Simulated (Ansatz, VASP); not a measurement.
# KCdF3: VASP beside Ansatz

Aim: how closely do two programs agree when they are given the same cell, functional and k mesh? The cell is taken from a series of runs on this material, whose earlier steps may have relaxed, scaled, displaced or heated it; both programs get it as it stands.

Main program and level: Ansatz 0.2.0; plane waves, with VASP 6.6.1 beside it; zone-centre phonons at LDA.

## Step 1: Set-up

It takes space group Pm-3m (No. 221, cubic). Conventional cell: a = 4.292 Å, b = 4.292 Å, c = 4.292 Å, α = 90.00°, β = 90.00°, γ = 90.00°. Nearest to K lie 12 F at 3.03 Å. Nearest to Cd lie 6 F at 2.15 Å. Nearest to F lie 2 Cd at 2.15 Å and 4 K at 3.03 Å. Farther neighbours and most contacts between anions are not listed.

Structure file:

```xyz
5
Lattice="4.2920 0.0000 0.0000 0.0000 4.2920 0.0000 0.0000 0.0000 4.2920" Properties=species:S:1:pos:R:3 pbc="T T T"
K     0.0000    0.0000    0.0000
Cd    2.1460    2.1460    2.1460
F     0.0000    2.1460    2.1460
F     2.1460    0.0000    2.1460
F     2.1460    2.1460    0.0000
```

## Step 2: VASP: zone-centre phonons, LDA

Second derivatives magnify differences that forces hide, and they need a tight electronic threshold.

Lines of VASP's logs that name or quote its potential files are left out, and so is its time.

Contents of INCAR:

```
SYSTEM = KCdF3
PREC = Accurate
ENCUT = 600
EDIFF = 1E-08
NELM = 120
ISMEAR = 0
SIGMA = 0.01
LREAL = .FALSE.
ALGO = Normal
GGA = CA
NBANDS = 27
LORBIT = 11
LWAVE = .FALSE.
LCHARG = .FALSE.
ISIF = 2
IBRION = 8
LEPSILON = .TRUE.
LASPH = .TRUE.
GGA_COMPAT = .FALSE.
EFERMI = MIDGAP
KPAR = 2
```

Contents of POSCAR:

```
KCdF3
1.0
    4.2920145510      0.0000000000      0.0000000000
    0.0000000000      4.2920145510      0.0000000000
    0.0000000000      0.0000000000      4.2920145510
K Cd F
1 1 3
Direct
    0.0000000000      0.0000000000      0.0000000000
    0.5000000000      0.5000000000      0.5000000000
    0.0000000000      0.5000000000      0.5000000000
    0.5000000000      0.0000000000      0.5000000000
    0.5000000000      0.5000000000      0.0000000000
```

Contents of KPOINTS:

```
Automatic mesh
0
Gamma
4 4 4
0 0 0
```

PAW data sets: K_sv, Cd and F (LDA family, release 64).

The run is started by

```
> mpirun -np 2 vasp_std
```

Output:

```text
[banner, memory and clock lines left out]
running    2 mpi-ranks, on    1 nodes
 distrk:  each k-point on    1 cores,    2 groups
 distr:  one band on    1 cores,    1 groups

 POSCAR found type information on POSCAR K CdF
 POSCAR found :  3 types and       5 ions
 LDA part: xc-table for (Slater(with rela. corr.)+CA(PZ))
 , standard interpolation
 POSCAR, INCAR and KPOINTS ok, starting setup
 FFT: planning ... GRIDC
 FFT: planning ... GRID_SOFT
 FFT: planning ... GRID
 WAVECAR not read
 entering main loop
       N       E                     dE             d eps       ncg     rms          rms(c)
DAV:   1     0.406749944730E+03    0.40675E+03   -0.25277E+04   540   0.174E+03
DAV:   2     0.340468567704E+01   -0.40335E+03   -0.38987E+03   588   0.443E+02
DAV:   3    -0.233897415685E+02   -0.26794E+02   -0.26688E+02   669   0.117E+02
DAV:   4    -0.240466817300E+02   -0.65694E+00   -0.65534E+00   869   0.152E+01
DAV:   5    -0.240516868668E+02   -0.50051E-02   -0.49989E-02   666   0.129E+00    0.146E+01
DAV:   6    -0.217538577115E+02    0.22978E+01   -0.86595E+00   775   0.330E+01    0.108E+01
DAV:   7    -0.217306773995E+02    0.23180E-01   -0.85131E-01   601   0.749E+00    0.658E+00
DAV:   8    -0.216918727572E+02    0.38805E-01   -0.22942E-01   609   0.375E+00    0.863E-01
DAV:   9    -0.216793757085E+02    0.12497E-01   -0.62066E-02   680   0.214E+00    0.127E-01
DAV:  10    -0.216797020676E+02   -0.32636E-03   -0.37115E-03   643   0.573E-01    0.790E-02
DAV:  11    -0.216797271252E+02   -0.25058E-04   -0.11472E-04   738   0.111E-01    0.523E-02
DAV:  12    -0.216797223960E+02    0.47292E-05   -0.70473E-05   598   0.739E-02    0.220E-02
DAV:  13    -0.216797219534E+02    0.44256E-06   -0.27974E-06   690   0.161E-02    0.831E-03
DAV:  14    -0.216797219219E+02    0.31454E-07   -0.20625E-07   697   0.378E-03    0.395E-03
DAV:  15    -0.216797219138E+02    0.81232E-08   -0.26781E-08   621   0.175E-03
   1 F= -.21679722E+02 E0= -.21679722E+02  d E =0.000000E+00
 Linear response reoptimize wavefunctions to high precision
DAV:   1    -0.216797219115E+02    0.23188E-08   -0.13116E-08   642   0.835E-04
DAV:   2    -0.216797219115E+02    0.46384E-10   -0.38941E-10   351   0.166E-04
 Linear response G [H, r] |phi>, progress :
  Direction:   1
       N       E                     dE             d eps       ncg     rms
RMM:   1    -0.158921405000E+03   -0.15892E+03    0.34361E+02  1018   0.109E+02
RMM:   2    -0.156865815707E+03    0.20556E+01   -0.84424E+00   895   0.204E+01
RMM:   3    -0.157149513718E+03   -0.28370E+00   -0.13073E+00  1022   0.409E+00
RMM:   4    -0.157197193217E+03   -0.47679E-01   -0.24213E-01  1059   0.113E+00
RMM:   5    -0.157208193708E+03   -0.11000E-01   -0.71129E-02  1085   0.499E-01
RMM:   6    -0.157210620724E+03   -0.24270E-02   -0.22085E-02  1120   0.247E-01
RMM:   7    -0.157211487760E+03   -0.86704E-03   -0.49362E-03  1116   0.116E-01
RMM:   8    -0.157211659607E+03   -0.17185E-03    0.58568E-04  1072   0.567E-02
RMM:   9    -0.157211697066E+03   -0.37459E-04   -0.24021E-03  1048   0.311E-02
RMM:  10    -0.157211707299E+03   -0.10233E-04   -0.82631E-04  1025   0.179E-02
RMM:  11    -0.157211709442E+03   -0.21430E-05    0.14169E-03  1003   0.121E-02
RMM:  12    -0.157211710292E+03   -0.84998E-06    0.15454E-03  1004   0.930E-03
RMM:  13    -0.157211711207E+03   -0.91487E-06    0.68591E-04  1014   0.803E-03
RMM:  14    -0.157211711404E+03   -0.19723E-06    0.42237E-04  1022   0.728E-03
RMM:  15    -0.157211711121E+03    0.28251E-06    0.34594E-04  1012   0.693E-03
RMM:  16    -0.157211711751E+03   -0.62974E-06    0.21504E-04  1017   0.675E-03
RMM:  17    -0.157211711324E+03    0.42683E-06    0.19956E-04   990   0.664E-03
 Linear response G [H, r] |phi>, progress :
  Direction:   2
       N       E                     dE             d eps       ncg     rms
RMM:   1    -0.165226890769E+03   -0.16523E+03    0.30403E+02  1062   0.113E+02
RMM:   2    -0.156977585992E+03    0.82493E+01   -0.11491E+01   884   0.244E+01
RMM:   3    -0.157261670623E+03   -0.28408E+00   -0.14511E+00  1055   0.470E+00
RMM:   4    -0.157315565410E+03   -0.53895E-01   -0.27643E-01  1089   0.132E+00
RMM:   5    -0.157327416345E+03   -0.11851E-01   -0.66800E-02  1099   0.554E-01
RMM:   6    -0.157329795427E+03   -0.23791E-02   -0.21680E-02  1151   0.272E-01
RMM:   7    -0.157330592597E+03   -0.79717E-03   -0.53716E-03  1122   0.129E-01
RMM:   8    -0.157330756774E+03   -0.16418E-03    0.20110E-04  1100   0.673E-02
RMM:   9    -0.157330807959E+03   -0.51186E-04   -0.43930E-03  1069   0.349E-02
RMM:  10    -0.157330820873E+03   -0.12914E-04   -0.31761E-04  1044   0.194E-02
RMM:  11    -0.157330824305E+03   -0.34324E-05    0.89017E-04  1040   0.128E-02
RMM:  12    -0.157330825149E+03   -0.84343E-06   -0.29445E-04  1012   0.936E-03
RMM:  13    -0.157330823102E+03    0.20464E-05   -0.23875E-04  1010   0.801E-03
RMM:  14    -0.157330825073E+03   -0.19702E-05   -0.25453E-04  1018   0.737E-03
[...]
RMM:  10    -0.321002786669E+00   -0.36221E-05    0.49036E-07  1893   0.265E-03    0.531E-04
RMM:  11    -0.321000795260E+00    0.19914E-05   -0.19882E-06  1916   0.145E-03    0.154E-04
RMM:  13    -0.321000161222E+00   -0.15151E-06    0.16586E-08  1616   0.571E-04    0.754E-05
RMM:  14    -0.321000244874E+00   -0.83652E-07   -0.87797E-08  1617   0.451E-04    0.206E-05
[...]
RMM:  12    -0.320999588457E+00    0.92436E-07   -0.30273E-07  1604   0.753E-04    0.138E-04
RMM:  13    -0.320999971150E+00   -0.38269E-06    0.69687E-08  1610   0.530E-04    0.242E-05
 change of polarisation eV/A/(eV/A) component  3 :    -0.020    -0.065     0.610
 dielectric tensor                  component  3 :    -0.045    -0.149     2.395
 Linear response DOF=           4
 Linear response progress:
  Degree of freedom:   1/  4
       N       E                     dE             d eps       ncg     rms          rms(c)
RMM:   1    -0.306868721682E+00   -0.30687E+00    0.14762E-01  1624   0.212E+00
RMM:   2    -0.309565897511E+00   -0.26972E-02   -0.23177E-02  1567   0.525E-01    0.411E-02
RMM:   3    -0.311455628322E+00   -0.18897E-02   -0.43289E-03  1769   0.175E-01    0.372E-02
RMM:   4    -0.311721271513E+00   -0.26564E-03   -0.41326E-04  1892   0.428E-02    0.354E-02
RMM:   5    -0.311707179320E+00    0.14092E-04   -0.79174E-05  1675   0.361E-02    0.198E-02
RMM:   6    -0.311726883664E+00   -0.19704E-04   -0.10837E-05  1792   0.129E-02    0.146E-03
RMM:   7    -0.311738661088E+00   -0.11777E-04   -0.20961E-06  1946   0.386E-03    0.596E-04
RMM:   8    -0.311741944961E+00   -0.32839E-05    0.27417E-07  1938   0.129E-03    0.170E-04
RMM:   9    -0.311740815445E+00    0.11295E-05   -0.51998E-07  1963   0.583E-04    0.674E-05
RMM:  10    -0.311740481356E+00    0.33409E-06   -0.48568E-08  2038   0.317E-04    0.723E-05
RMM:  11    -0.311740207680E+00    0.27368E-06    0.77522E-08  2028   0.215E-04    0.135E-05
RMM:  12    -0.311740185179E+00    0.22501E-07    0.24730E-08  2031   0.169E-04    0.580E-06
RMM:  13    -0.311740205046E+00   -0.19867E-07   -0.45761E-08  1857   0.148E-04    0.240E-06
RMM:  14    -0.311740186966E+00    0.18080E-07   -0.19943E-08  1805   0.140E-04    0.112E-06
RMM:  15    -0.311740192928E+00   -0.59620E-08   -0.35051E-08  1812   0.137E-04    0.265E-06
 first order change of Fermi-energy  -0.94203E-04
 force on displaced ion       1 direction 1 :  -0.268  -0.000   0.000
 Born effective charge ion    1 direction 1 :   1.197   0.000   0.000
 Linear response progress:
  Degree of freedom:   2/  4
       N       E                     dE             d eps       ncg     rms          rms(c)
RMM:   1    -0.442085921069E+00   -0.44209E+00   -0.18223E-01  1600   0.255E+00
RMM:   2    -0.438353263199E+00    0.37327E-02   -0.92187E-03  1499   0.501E-01    0.144E-01
RMM:   3    -0.437569787602E+00    0.78348E-03   -0.35608E-04  1629   0.943E-02    0.721E-02
RMM:   4    -0.436941726650E+00    0.62806E-03   -0.17297E-04  1649   0.690E-02    0.136E-02
RMM:   5    -0.436896627124E+00    0.45100E-04   -0.67849E-06  1758   0.128E-02    0.522E-03
RMM:   6    -0.436921258064E+00   -0.24631E-04   -0.10548E-06  1780   0.453E-03    0.758E-04
RMM:   7    -0.436927471270E+00   -0.62132E-05   -0.19249E-07  1842   0.151E-03    0.168E-04
RMM:   8    -0.436928776998E+00   -0.13057E-05   -0.75169E-08  1961   0.617E-04    0.950E-05
RMM:   9    -0.436928659352E+00    0.11765E-06    0.30718E-07  1944   0.331E-04    0.407E-05
RMM:  10    -0.436928595515E+00    0.63837E-07    0.29587E-08  1944   0.224E-04    0.255E-05
RMM:  11    -0.436928559836E+00    0.35679E-07   -0.18726E-07  1989   0.165E-04    0.489E-06
RMM:  12    -0.436928548996E+00    0.10839E-07    0.65836E-08  2014   0.136E-04    0.477E-06
RMM:  13    -0.436928551458E+00   -0.24613E-08   -0.87460E-08  1961   0.124E-04    0.784E-06
 first order change of Fermi-energy  -0.50197E-04
 force on displaced ion       2 direction 1 : -13.171   0.000  -0.000
 Born effective charge ion    2 direction 1 :   2.266   0.000   0.000
 Linear response progress:
  Degree of freedom:   3/  4
       N       E                     dE             d eps       ncg     rms          rms(c)
RMM:   1    -0.524958773972E+00   -0.52496E+00    0.82515E-01  1653   0.342E+00
RMM:   2    -0.525475142923E+00   -0.51637E-03   -0.66522E-03  1497   0.504E-01    0.135E-01
RMM:   3    -0.526564147728E+00   -0.10890E-02   -0.65665E-04  1525   0.129E-01    0.667E-02
RMM:   4    -0.527686434361E+00   -0.11223E-02   -0.28617E-04  1506   0.780E-02    0.138E-02
RMM:   5    -0.527787084110E+00   -0.10065E-03   -0.22083E-05  1790   0.178E-02    0.325E-03
RMM:   6    -0.527768484285E+00    0.18600E-04   -0.41334E-06  1748   0.566E-03    0.565E-04
RMM:   7    -0.527763296522E+00    0.51878E-05   -0.66081E-07  1816   0.206E-03    0.225E-04
RMM:   8    -0.527761700569E+00    0.15960E-05   -0.10925E-08  1885   0.870E-04    0.648E-05
RMM:   9    -0.527761863332E+00   -0.16276E-06   -0.31453E-08  1907   0.452E-04    0.366E-05
RMM:  10    -0.527761670118E+00    0.19321E-06   -0.31812E-08  1923   0.275E-04    0.840E-06
RMM:  11    -0.527761673440E+00   -0.33216E-08    0.82543E-08  1998   0.196E-04    0.342E-06
 first order change of Fermi-energy  -0.36094E-03
 force on displaced ion       3 direction 1 : -15.697   0.000  -0.000
 Born effective charge ion    3 direction 1 :  -1.703   0.000   0.000
 Linear response progress:
  Degree of freedom:   4/  4
       N       E                     dE             d eps       ncg     rms          rms(c)
RMM:   1    -0.530977173612E+00   -0.53098E+00    0.59356E-01  2540   0.329E+00
RMM:   2    -0.528497978267E+00    0.24792E-02   -0.47330E-03  2252   0.430E-01    0.783E-02
RMM:   3    -0.529600948351E+00   -0.11030E-02   -0.54079E-04  2297   0.111E-01    0.441E-02
RMM:   4    -0.530968430905E+00   -0.13675E-02   -0.26591E-04  2220   0.765E-02    0.872E-03
RMM:   5    -0.530980545893E+00   -0.12115E-04   -0.29098E-05  2673   0.191E-02    0.280E-03
RMM:   6    -0.530943771517E+00    0.36774E-04   -0.47094E-06  2736   0.661E-03    0.881E-04
RMM:   7    -0.530952239133E+00   -0.84676E-05   -0.83158E-07  2775   0.267E-03    0.365E-04
RMM:   8    -0.530945578780E+00    0.66604E-05   -0.16440E-07  2821   0.111E-03    0.163E-04
RMM:   9    -0.530946439341E+00   -0.86056E-06   -0.52460E-07  2936   0.562E-04    0.450E-05
RMM:  10    -0.530946821000E+00   -0.38166E-06   -0.25454E-07  3060   0.304E-04    0.259E-05
RMM:  11    -0.530946745042E+00    0.75958E-07   -0.19595E-07  3044   0.208E-04    0.629E-06
RMM:  12    -0.530946696919E+00    0.48124E-07   -0.18295E-08  3050   0.163E-04    0.414E-06
RMM:  13    -0.530946692716E+00    0.42025E-08   -0.27524E-08  3030   0.146E-04    0.860E-07
 first order change of Fermi-energy   0.99239E-04
 force on displaced ion       3 direction 2 :   0.000   0.015   0.000
 Born effective charge ion    3 direction 2 :   0.000  -0.881   0.000
 Born effective charges drift removed
 Linear response finished
```

(Continued in part 2 of 3.)

[Lines on the potential files, build, host, timing and source positions are cut from VASP's logs without a mark.]

[Logs are printed without paths, hosts, clocks, repeated set-up lines and the standing remarks that a program may print on its own settings, such as how far it seeks lower states.]

[Hosts, paths, dates, database ids (printed as entryN), source tags and the programs' standing remarks are cut or masked in the printed files.]
